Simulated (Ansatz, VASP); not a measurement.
# TiO2 in two plane-wave programs, part 2 of 2

Aim: how closely do two programs agree when they are given the same cell, functional and k mesh? The structure shown is frame 43 of Ansatz's trajectory.

VASP 6.6.1 and Ansatz 0.2.0.

So far: Set-up; Ansatz: dynamics, LDA.

**3. VASP: single point, LDA**

Level of this step: LDA, no spin polarisation; plane waves and PAW (Ti_sv, O) (VASP).

The same cell, functional (in two slightly different forms) and mesh now go to VASP, with its own data sets.

Lines of VASP's logs that name or quote its potential files are left out, and so is its time.

Input file INCAR:

```
SYSTEM = TiO2
PREC = Accurate
ENCUT = 520
EDIFF = 1E-06
NELM = 120
ISMEAR = 0
SIGMA = 0.01
LREAL = Auto
ALGO = Normal
GGA = CA
NBANDS = 232
LASPH = .TRUE.
LORBIT = 11
LWAVE = .FALSE.
LCHARG = .FALSE.
ISIF = 2
GGA_COMPAT = .FALSE.
EFERMI = MIDGAP
KPAR = 2
```

Input file POSCAR:

```
TiO2
1.0
    5.9180000000      0.0000000000      0.0000000000
    0.0000000000      6.4969000000      0.0000000000
    0.0000000000      0.0000000000     24.2791400000
Ti O
16 32
Direct
    0.9926495438      0.0146685342      0.3070495907
    0.2589219331      0.5275131216      0.2949610242
    0.9773065225      0.4915729040      0.4301511503
    0.2337614059      0.9943973280      0.4345870570
    0.0146333221      0.9893949422      0.5737311948
    0.2644643461      0.4927119088      0.5631789264
    0.0070294018      0.5059335991      0.6919767339
    0.2454376479      0.0066185412      0.7033609922
    0.4955728287      0.9987840355      0.3088865586
    0.7524163569      0.5017469870      0.2953440690
    0.4724907063      0.5015161077      0.4282112134
    0.7290807705      0.9945820314      0.4356785290
    0.5169313957      0.9967676892      0.5711940374
    0.7714937479      0.4914497684      0.5606664816
    0.5120141940      0.4839846696      0.6916142829
    0.7470767151      0.0057104157      0.7078627991
    0.0094626563      0.5297757392      0.2515616286
    0.0269178777      0.4675306685      0.3559310585
    0.2392869213      0.8012898459      0.3023212519
    0.2496451504      0.1749911496      0.2798039799
    0.0068604258      0.0066185412      0.3816115398
    0.0023318689      0.9925502932      0.4804041659
    0.3002027712      0.2867521433      0.4347518075
    0.2797059818      0.7023657437      0.4300399438
    0.0074011490      0.5011005249      0.5180496509
    0.9828658331      0.5047638104      0.6183456251
    0.2134504900      0.8009512229      0.5698760335
    0.2012166272      0.2139943665      0.5660002784
    0.9888644812      0.9994304976      0.6491498463
    0.0072828658      0.9825455217      0.7516699521
    0.2579925651      0.2952638951      0.7121215990
    0.2663230821      0.6922686204      0.7080687372
    0.5044778641      0.4947590389      0.2498852925
    0.5346569787      0.5272360664      0.3522159352
    0.7552382562      0.8242084687      0.2832555025
    0.7374112876      0.2043128261      0.2953852566
    0.5033964177      0.0182548600      0.3825176674
    0.4910780669      0.9822376826      0.4806801229
    0.7754646840      0.2905077806      0.4374042903
    0.7905542413      0.7030122058      0.4317986551
    0.4994592768      0.5115516631      0.5174977367
    0.5127576884      0.4764426111      0.6175877729
    0.7104089219      0.8016592529      0.5663792045
    0.7257688408      0.2063599563      0.5601392801
    0.4936802974      0.0221490249      0.6440467002
    0.4977864143      0.9844541243      0.7487785811
    0.7745691112      0.3014206776      0.7207874744
    0.7581784387      0.6955009312      0.7097121232
```

Input file KPOINTS:

```
Automatic mesh
0
Gamma
2 1 1
0 0 0
```

The projector-augmented-wave data sets are Ti_sv and O (LDA family, release 64).

Run with:

```console
mpirun -np 8 vasp_std
```

Numbers of over 12 decimals in the logs are rounded to 6 here.

The log of the run:

```text
[banner, memory and clock lines left out]
running    8 mpi-ranks, on    1 nodes
[...]
|                                                                             |
|           W    W    AA    RRRRR   N    N  II  N    N   GGGG   !!!           |
|           W    W   A  A   R    R  NN   N  II  NN   N  G    G  !!!           |
|           W    W  A    A  R    R  N N  N  II  N N  N  G       !!!           |
|           W WW W  AAAAAA  RRRRR   N  N N  II  N  N N  G  GGG   !            |
|           WW  WW  A    A  R   R   N   NN  II  N   NN  G    G                |
|           W    W  A    A  R    R  N    N  II  N    N   GGGG   !!!           |
|                                                                             |
|     For optimal performance we recommend to set                             |
|       NCORE = 2 up to number-of-cores-per-socket                            |
|     NCORE specifies how many cores store one orbital (NPAR=cpu/NCORE).      |
|     This setting can greatly improve the performance of VASP for DFT.       |
[...]
|     multi-core architectures or massively parallel machines. Do your        |
|     Unfortunately you need to use the default for GW and RPA                |
|     calculations (for HF NCORE is supported but not extensively tested      |
|     yet).                                                                   |
|                                                                             |

 LDA part: xc-table for (Slater(with rela. corr.)+CA(PZ))
 , standard interpolation
 POSCAR, INCAR and KPOINTS ok, starting setup
[...]
entering main loop
       N       E                     dE             d eps       ncg     rms          rms(c)
DAV:   1     0.599845162354E+04    0.59985E+04   -0.19319E+05   952   0.174E+03
DAV:   2     0.678625462737E+03   -0.53198E+04   -0.50621E+04  1016   0.546E+02
DAV:   3    -0.471583644626E+03   -0.11502E+04   -0.11338E+04  1128   0.239E+02
DAV:   4    -0.582217551716E+03   -0.11063E+03   -0.11045E+03  1368   0.757E+01
[...]
DAV:  29    -0.460379020325E+03   -0.29543E-05   -0.14005E-07   520   0.799E-04    0.268E-04
DAV:  30    -0.460379021890E+03   -0.15650E-05   -0.87494E-08   512   0.608E-04    0.204E-04
DAV:  31    -0.460379022606E+03   -0.71536E-06   -0.41314E-08   512   0.444E-04
   1 F= -.46037902E+03 E0= -.46037902E+03  d E =0.000000E+00
```

Parts of OUTCAR (step 3):

```text
  Total      -15.8418797     -1.7162005      3.1183799     -5.9339104      4.6461469     -1.5848888
  in kB      -27.1896020     -2.9455349      5.3521116    -10.1844393      7.9742359     -2.7201631
  external PRESSURE =      -8.2610084 kB  Pullay stress =       0.0000000 kB

 POSITION                                       TOTAL-FORCE (eV/Angst)
 -----------------------------------------------------------------------------------
      5.87450      0.09530      7.45490         0.313297      0.589008     -1.454236
      1.53230      3.42720      7.16140        -0.380895     -2.196829     -1.547336
      5.78370      3.19370     10.44370         1.177662     -0.366839     -0.965124
      1.38340      6.46050     10.55140        -0.060799      0.207518      0.742213
      0.08660      6.42800     13.92970        -2.089773      2.046883     -0.204320
      1.56510      3.20110     13.67350         0.637320      0.120033      0.562820
      0.04160      3.28700     16.80060        -0.244893      0.656885      2.533018
      1.45250      0.04300     17.07700        -0.617551     -0.922324      2.588356
      2.93280      6.48900      7.49950         0.156328      0.462118     -2.325214
      4.45280      3.25980      7.17070         0.449447      0.343266     -2.155676
      2.79620      3.25830     10.39660         2.894341     -0.137367     -0.400046
      4.31470      6.46170     10.57790         1.058376      0.164018      1.038027
      3.05920      6.47590     13.86810        -1.094261      1.637679     -0.767027
      4.56570      3.19290     13.61250        -1.818948     -0.091799      0.393870
[...]
-----------------------------------------------------------------------------------
    total drift:                               -0.036889      0.012636      0.021187

  FREE ENERGIE OF THE ION-ELECTRON SYSTEM (eV)
  ---------------------------------------------------
  free  energy   TOTEN  =      -460.3790226057 eV

  energy  without entropy=     -460.3790226057  energy(sigma->0) =     -460.37902261

[... 3 further parts left out ...]
[key lines of the parts left out:]
E-fermi :  -0.3419
```

**4. Side by side**

Known differences besides the potentials themselves: the two LDA forms differ slightly; fixed occupations in Ansatz, narrow Gaussian smearing in VASP; the cutoff is 420 eV in Ansatz and 520 eV in VASP (PREC = Accurate, projectors in real space); VASP's log shows a relativistic correction to its local exchange, Ansatz's none. Total energies have different zeros and are not compared.

Forces on 8 of the 48 atoms, those with the largest forces and the largest differences (eV/Å; atoms numbered as in POSCAR):

| atom | Ansatz x, y, z | VASP x, y, z |
| --- | --- | --- |
| Ti5 | -1.854, 1.948, -0.116 | -2.090, 2.047, -0.204 |
| Ti8 | -0.633, -0.888, 2.696 | -0.618, -0.922, 2.588 |
| Ti11 | 2.646, -0.147, -0.452 | 2.894, -0.137, -0.400 |
| Ti13 | -0.875, 1.530, -0.621 | -1.094, 1.638, -0.767 |
| O25 | 0.749, 0.481, -2.516 | 0.845, 0.489, -2.687 |
| O32 | 0.076, -2.434, -1.603 | 0.092, -2.387, -1.584 |
| O47 | -0.287, 1.904, -2.168 | -0.282, 1.905, -2.132 |
| O48 | 0.109, -2.403, -1.627 | 0.090, -2.361, -1.609 |

The forces differ by 87 meV/Å r.m.s., which is 7.6 % of the r.m.s. force of 1.143 eV/Å (both taken over all components). With vacuum in the cell, a pressure given here is an average over mostly empty space and none of the material.

**5. Outcome**

| Item | Value |
| --- | --- |
| r.m.s. force difference (single point, LDA) | 7.6 % of the r.m.s. force |

What this shows: The r.m.s. force difference is 7.6 % of the r.m.s. force (single point, LDA), beyond the 3 % picked in this series as the mark of a large difference. What causes the difference of the single point, LDA pair stays open here. 2 further runs of this series are not shown here. Such differences can come from data sets, numerical settings and the points named under the comparisons, not from the functional's error against experiment.

[Lines on the potential files, build, host, timing and source positions are cut from VASP's logs without a mark.]

[Logs are printed without paths, hosts, clocks, repeated set-up lines and the standing remarks that a program may print on its own settings, such as how far it seeks lower states.]

[Hosts, paths, dates, database ids (printed as entryN), source tags and the programs' standing remarks are cut or masked in the printed files.]
